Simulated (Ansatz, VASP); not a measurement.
## One calculation of Tl3S, two programs

```
Tl S
1.0
    -2.33519    2.33519    5.10828
     2.33519   -2.33519    5.10828
     2.33519    2.33519   -5.10828
Tl S
3 1
Direct
  0.50000 0.50000 0.00000
  0.25000 0.75000 0.50000
  0.75000 0.25000 0.50000
  0.00000 0.00000 0.00000
```

Change from the starting cell: volume scaled by 0.98.

Alike in both runs: task single point; functional PBE; k mesh 8 × 8 × 8; occupations fermi-dirac, width 0.05 eV; no spin polarisation.

```csv
,VASP,Ansatz
version,VASP 6.6.1,Ansatz 0.2.0
potentials or method,"VASP PAW PBE potentials, release 64 (Tl_d, S)",Ansatz PAW
plane-wave cutoff (eV),520,420
valence electrons in the cell,45,45
```

|  | VASP | Ansatz | Ansatz less VASP |
| --- | --- | --- | --- |
| gap on the k mesh at the Fermi level (eV) | none | none | - |
| pressure (GPa) | 0.7 | 0.7 | +0.06 |

A gap of «none» marks a metal or a gap that the smearing closes. The functional is the same, so the differences come from potentials, cutoffs and numerics.

The runs have no spin-orbit coupling, so splittings on Tl are missing.
